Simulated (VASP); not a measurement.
ScSi2:

```xyz
3
Lattice="3.6600 0.0000 0.0000 -1.8300 3.1697 0.0000 0.0000 0.0000 3.8700" Properties=species:S:1:pos:R:3 pbc="T T T"
Sc    0.0000    0.0000    0.0000
Si    1.8300    1.0566    1.9350
Si    0.0000    2.1131    1.9350
```

Program: VASP 6.6.1. Alike in all runs: potentials or basis VASP PAW PBE potentials, release 64 (Sc_sv, Si); no spin polarisation; cell as given. Hardware: 1 thread of Intel(R) Xeon(R) Platinum 8559C (Emerald Rapids), on a shared host.

Order these runs on this cell by their wall time, lowest first.
A. task optical spectrum; level PBEsol+D3; k mesh 8 × 8 × 7; cutoff (eV) 520; smearing gaussian 0.01 eV
B. task density of states; level r2SCAN+D3(BJ); k mesh 10 × 10 × 9; cutoff (eV) 450; smearing tetrahedron; other keys k = 10 × 10 × 9; ENCUT = 450
C. task single point; level PBEsol; k mesh 8 × 8 × 7; cutoff (eV) 520; smearing gaussian 0.02 eV

C (20 s), A (61 s), B (150 s).

Caveats: spectra need much finer meshes, so this one isn't converged (some runs); independent-particle spectra lack excitons (some runs); the intraband (Drude) part of a metal's response may be missing (some runs).
